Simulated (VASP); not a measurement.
Given:

```
NiSSb
1.0
    5.92984     0.00000     0.00000
    0.00000     5.92984     0.00000
    0.00000     0.00000     5.92984
Ni Sb S
4 4 4
Cartesian
  5.82955   5.82955   5.82955
  2.86463   3.06521   0.10029
  0.10029   2.86463   3.06521
  3.06521   0.10029   2.86463
  3.72095   3.72095   3.72095
  0.75603   5.17382   2.20889
  2.20889   0.75603   5.17382
  5.17382   2.20889   0.75603
  2.25834   2.25834   2.25834
  5.22326   0.70658   3.67150
  3.67150   5.22326   0.70658
  0.70658   3.67150   5.22326
```

The numbers are results of r2SCAN meta-GGA, VASP's PBE PAW potentials (set 64) (plane waves; VASP), not measurements. Settings: 400 eV cut-off, 6×6×6 Γ-centred mesh, tetrahedra with Blöchl corrections, potentials Ni Sb S.

### Question
Give the energies of bands 35 to 48 at the high-symmetry points, in eV from the Fermi level.

### Answer

```csv
band,Γ,X,M,R,X1
35,-1.87,-1.84,-1.91,-2.07,-1.84
36,-1.87,-1.84,-1.91,-2.07,-1.84
37,-1.87,-1.69,-1.47,-1.62,-1.69
38,-1.50,-1.69,-1.47,-1.62,-1.69
39,-1.50,-1.42,-1.33,-1.62,-1.42
40,-1.50,-1.42,-1.33,-1.62,-1.42
41,-0.60,-0.31,0.28,-0.49,-0.31
42,-0.60,-0.31,0.28,-0.49,-0.31
43,-0.60,0.93,0.36,-0.49,0.93
44,1.07,0.93,0.36,-0.49,0.93
45,1.67,1.33,0.95,1.48,1.33
46,1.67,1.33,0.95,1.48,1.33
47,1.67,2.28,1.49,1.48,2.28
48,2.79,2.28,1.49,1.48,2.28
```

It has no gap at this level: it comes out as a metal or semimetal.

The compound is NiSbS in the sg198 structure. It was relaxed first. The run is not spin-polarised, so no magnetic state was tried.
